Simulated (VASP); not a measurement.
Output of a VASP run:

**OSZICAR**
```
       N       E                     dE             d eps       ncg     rms          rms(c)
DAV:   1     0.267436766535E+02    0.26744E+02   -0.43017E+03  2192   0.995E+02
DAV:   2    -0.135675518085E+02   -0.40311E+02   -0.39062E+02  2185   0.168E+02
DAV:   3    -0.145649405462E+02   -0.99739E+00   -0.98671E+00  2600   0.363E+01
DAV:   4    -0.145850260463E+02   -0.20086E-01   -0.20078E-01  2831   0.457E+00
DAV:   5    -0.145853649884E+02   -0.33894E-03   -0.33987E-03  2556   0.479E-01    0.139E+01
DAV:   6    -0.166062356943E+02   -0.20209E+01   -0.75172E+01  2489   0.135E+02    0.182E+01
DAV:   7    -0.126566116258E+02    0.39496E+01   -0.37262E+01  2415   0.840E+01    0.252E+00
DAV:   8    -0.126274190875E+02    0.29193E-01   -0.22379E-01  2382   0.573E+00    0.146E+00
DAV:   9    -0.126136714628E+02    0.13748E-01   -0.50098E-02  2632   0.342E+00    0.363E-01
DAV:  10    -0.126132682485E+02    0.40321E-03   -0.10631E-03  2770   0.443E-01    0.160E-01
DAV:  11    -0.126132459825E+02    0.22266E-04   -0.24593E-05  2354   0.496E-02    0.718E-03
DAV:  12    -0.126132459875E+02   -0.49843E-08   -0.28909E-06  3077   0.213E-02    0.504E-03
DAV:  13    -0.126132461653E+02   -0.17781E-06   -0.28521E-07  1313   0.610E-03    0.811E-04
DAV:  14    -0.126132462427E+02   -0.77428E-07   -0.42708E-08  1148   0.204E-03
   1 F= -.12613246E+02 E0= -.12613246E+02  d E =0.000000E+00
```

### OUTCAR
```
------------------------ aborting loop because EDIFF is reached ----------------------------------------
  FORCE on cell =-STRESS in cart. coord.  units (eV):
  Direction    XX          YY          ZZ          XY          YZ          ZX
  --------------------------------------------------------------------------------------
  Total       -0.0082534     -0.0082534     -0.0082534     -0.0000000     -0.0000000      0.0000000
  in kB       -0.5609770     -0.5609770     -0.5609770     -0.0000000     -0.0000000      0.0000000
  external PRESSURE =      -0.5609770 kB  Pullay stress =       0.0000000 kB
  volume of cell :       23.57
      direct lattice vectors                 reciprocal lattice vectors
     2.867258237  0.000000000  0.000000000     0.348765237  0.000000000  0.000000000
     0.000000000  2.867258237  0.000000000     0.000000000  0.348765237  0.000000000
     0.000000000  0.000000000  2.867258237     0.000000000  0.000000000  0.348765237
 POSITION                                       TOTAL-FORCE (eV/Angst)
 -----------------------------------------------------------------------------------
      1.43363      1.43363      1.43363         0.000000      0.000000      0.000000
      0.00000      0.00000      0.00000         0.000000      0.000000      0.000000
 -----------------------------------------------------------------------------------
    total drift:                                0.000000      0.000000      0.000000
  FREE ENERGIE OF THE ION-ELECTRON SYSTEM (eV)
  ---------------------------------------------------
  free  energy   TOTEN  =       -12.6132462427 eV

  energy  without entropy=      -12.6132462427  energy(sigma->0) =      -12.61324624

 total charge

# of ion       s       p       d       tot
------------------------------------------
    1        0.401   0.440   0.000   0.841
    2        0.433   0.502   6.499   7.435
--------------------------------------------------
tot          0.834   0.942   6.499   8.276
```
(Selected blocks of OUTCAR.)

**POSCAR**
```
FeAl
1
    2.8672582374     0.0000000000     0.0000000000
    0.0000000000     2.8672582374     0.0000000000
    0.0000000000     0.0000000000     2.8672582374
Al Fe
1 1
Direct
  0.5000000000   0.5000000000   0.5000000000
  0.0000000000   0.0000000000   0.0000000000
```

Q: Reconstruct the remaining input files.

A: This is not unique; one that fits is the input of the run itself, PBE GGA, plane waves, VASP's PBE PAW potentials (set 64).

File KPOINTS:
```
Automatic mesh
0
Gamma
14 14 14
0 0 0
```

INCAR:
```
ALGO = Normal
EDIFF = 1E-7
ENCUT = 400
GGA = PE
ISIF = 2
ISMEAR = -5
LASPH = .True.
LCHARG = .True.
LMAXMIX = 4
LORBIT = 11
LREAL = .False.
LWAVE = .False.
NEDOS = 601
NELM = 100
PREC = Accurate
SYSTEM = FeAl
```

POTCAR, in this order: Al Fe (PBE.64 set). Program: vasp_std.

For a metal the tetrahedron method with Blöchl corrections gives inexact stress and forces.

The compound is FeAl in the CsCl type structure. It was relaxed first. The run is not spin-polarised, so no magnetic state was tried. The electron count is odd and the run is not spin-polarised, which forces a metal.
